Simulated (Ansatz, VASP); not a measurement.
This is a calculation of Zn3P for VASP 6.6.1.

run.py

```python
from ase.calculators.vasp import Vasp
from ase.dft.bandgap import bandgap
from ase.spacegroup import crystal

atoms = crystal(
    ['Zn', 'P'],
    basis=[[0.5, 0.5, 0.0], [0.0, 0.0, 0.0]],
    spacegroup=221,
    setting=1,
    cellpar=[3.975518, 3.975518, 3.975518, 90.0, 90.0, 90.0],
    primitive_cell=True,
)
calc = Vasp(
    directory='calc',
    xc='pbe',
    pp='PBE',
    setups='recommended',
    prec='Accurate',
    encut=520,
    ediff=1e-07,
    ismear=0,
    sigma=0.05,
    lreal=False,
    lasph=True,
    nelm=100,
    algo='Normal',
    isif=2,
    lwave=False,
    lcharg=False,
    kpts=[7, 7, 7],
    gamma=True,
)
atoms.calc = calc

print('energy (eV):', atoms.get_potential_energy())
print('free energy (eV):', atoms.get_potential_energy(force_consistent=True))
print('forces (eV/A):')
print(atoms.get_forces())
print('stress (eV/A^3, Voigt):', atoms.get_stress())
print('Fermi level (eV):', calc.get_fermi_level())
gap, top, bottom = bandgap(calc)
print('band gap (eV):', gap, 'from (spin, k, band)', top, 'to', bottom)
```

Potentials or basis: VASP PAW PBE potentials, release 64 (Zn, P).

The run is started by

```sh
$ python run.py
```

Question: Translate it to Ansatz 0.2.0. Potentials there: Ansatz PAW.

Answer: As run (the cutoff follows the program's own potentials):

input.yaml

```yaml
crystal:
  lattice:
    - [3.975518, 0.0, 0.0]
    - [0.0, 3.975518, 0.0]
    - [0.0, 0.0, 3.975518]
  atoms:
    - { symbol: Zn, position: [0.5, 0.5, 0.0] }
    - { symbol: Zn, position: [0.0, 0.5, 0.5] }
    - { symbol: Zn, position: [0.5, 0.0, 0.5] }
    - { symbol: P, position: [0.0, 0.0, 0.0] }
hamiltonian:
  xc: pbe
  pseudopotentials: { kind: paw }
kpoints:
  mp_grid: { grid: [7, 7, 7] }
scf:
  occupations: { method: gaussian, width: 0.05 }
output:
  forces: true
  stress: true
  eigenvalues: true
```

Potentials or basis: Ansatz PAW.

Command:

```console
$ ansatz run input.yaml --threads 2 --pin off --max-ram 5632MiB --backend cpu --events-out ev --progress --plain --runs-dir out
```

Both were run:

|  | VASP | Ansatz | Ansatz less VASP |
| --- | --- | --- | --- |
| gap on the k mesh at the Fermi level (eV) | none | none | - |
| pressure (GPa) | -0.7 | -0.9 | -0.20 |

A gap of «none» marks a metal or a gap that the smearing closes. The functional is the same, so the differences come from potentials, cutoffs and numerics.
